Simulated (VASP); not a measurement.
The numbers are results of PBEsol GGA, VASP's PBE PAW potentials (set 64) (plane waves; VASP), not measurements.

VASP ran on this input.

**INCAR**
```
ALGO=Normal
EDIFF=1E-6
EDIFFG=-0.01
ENCUT=400
GGA=PS
IBRION=2
ISIF=3
ISMEAR=1
LASPH=T
LCHARG=F
LMAXMIX=4
LREAL=F
LWAVE=F
NELM=100
NSW=60
PREC=Accurate
SIGMA=0.1
SYSTEM=YS
```

POSCAR:
```
YS
1.0
  0.0000000000   3.0225214462   3.0225214462
  3.0225214462   0.0000000000   3.0225214462
  3.0225214462   3.0225214462   0.0000000000
Y S
1 1
Cart
  0.0000000000   0.0000000000   0.0000000000
  1.5112607231   1.5112607231   1.5112607231
```

KPOINTS:
```
kpoints
0
Gamma
10 10 10
```

POTCAR, in this order: Y_sv S (PBE.64 set). Program: vasp_std.

Task: What does the run give for the energy per atom (σ→0), band gap (on the k-mesh)?

Result: 
```json
{
  "energy per atom (σ→0)": "-697.4 kJ/mol of atoms",
  "band gap (on the k-mesh)": "none (metal, semimetal or under 0.01 eV)"
}
```

File OSZICAR:
```
...
DAV:   7    -0.144750111138E+02    0.19794E-01   -0.93285E-01  1664   0.580E+00    0.608E+00
DAV:   8    -0.144561452679E+02    0.18866E-01   -0.20295E-01  1328   0.288E+00    0.495E-01
DAV:   9    -0.144551634959E+02    0.98177E-03   -0.13263E-02  1464   0.786E-01    0.191E-01
DAV:  10    -0.144551675654E+02   -0.40695E-05   -0.82356E-04  1660   0.232E-01    0.105E-01
DAV:  11    -0.144551895103E+02   -0.21945E-04   -0.82917E-05  1808   0.703E-02    0.348E-02
DAV:  12    -0.144551917279E+02   -0.22176E-05   -0.20145E-05  1416   0.363E-02    0.127E-02
DAV:  13    -0.144551923233E+02   -0.59546E-06   -0.19745E-06  1352   0.118E-02
   1 F= -.14455192E+02 E0= -.14455097E+02  d E =-.144552E+02
```

The structure was generated: YS was put into the zinc blende type (F-43m), which need not be its known phase. It was relaxed first, which changed the volume by -30 %. The start is the result of an earlier pass. The electron count is odd and the run is not spin-polarised, which forces a metal.
